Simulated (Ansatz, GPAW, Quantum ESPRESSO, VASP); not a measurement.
# Code comparison for Ga₂HgTe₄ (I-4, 7 atoms in the cell)

Self-consistent single point.

```
Ga2HgTe4
1.0
   -3.10161     3.10161     5.95895
    3.10161    -3.10161     5.95895
    3.10161     3.10161    -5.95895
Ga Hg Te
2 1 4
Cartesian
  0.00000   0.00000   5.95895
  3.10161   0.00000   2.97948
  0.00000   0.00000   0.00000
 -1.39740   1.52444   4.31655
  1.52444   1.39740   7.60136
  4.49901   1.57717  -1.64241
  1.57717   1.70421   1.64241
```

Shared settings, as Ansatz (a quantum-chemistry and plane-wave program) writes them: kpoints.mp_grid.grid = 3 3 3; scf.occupations.method = fermi_dirac; scf.occupations.width = 0.01 eV. Potentials and cutoffs stand in the table.

```csv
code,model,pressure (GPa),largest force (eV/Å),gap on the mesh (eV),cutoff
Quantum ESPRESSO,"LDA (PZ), GBRV 1.5 ultrasoft (LDA) pseudopotentials",-2.23,0.051,0.576,50 Ry
Ansatz,"LDA (PW92), default PAW files made with PBE",-2.38,0.080,0.592,default
GPAW,"LDA (Perdew-Wang 92), GPAW PAW datasets LDA (gpaw-data 1.0.1)",-2.42,0.084,0.627,600 eV
VASP,"LDA (PZ), VASP's LDA PAW potentials (set 64)",-2.29,0.059,0.600,300 eV
```

Gaps are read on the mesh.

On Ansatz's run: spin-orbit coupling is off.

The spread over the programs that give each value: pressure within 0.19 GPa; largest force within 0.033 eV/Å; gap on the mesh within 0.051 eV.

Ansatz's pressure is given at a fixed set of plane waves, as the other plane-wave codes print theirs; with its correction for the finite basis it is -2.35 GPa. The same LDA comes in different parametrisations, which differ slightly.

VASP's run is marked for a possible Pulay error in its stress at this cutoff; no cutoff test was made.

The starting cell comes from a database of computed structures (which also holds hypothetical and non-ambient phases and stackings), without a prior relaxation at this level.

Left out of this page: CP2K and SIESTA (not drawn, or without a comparable value).

Keys are those of Ansatz 0.2.
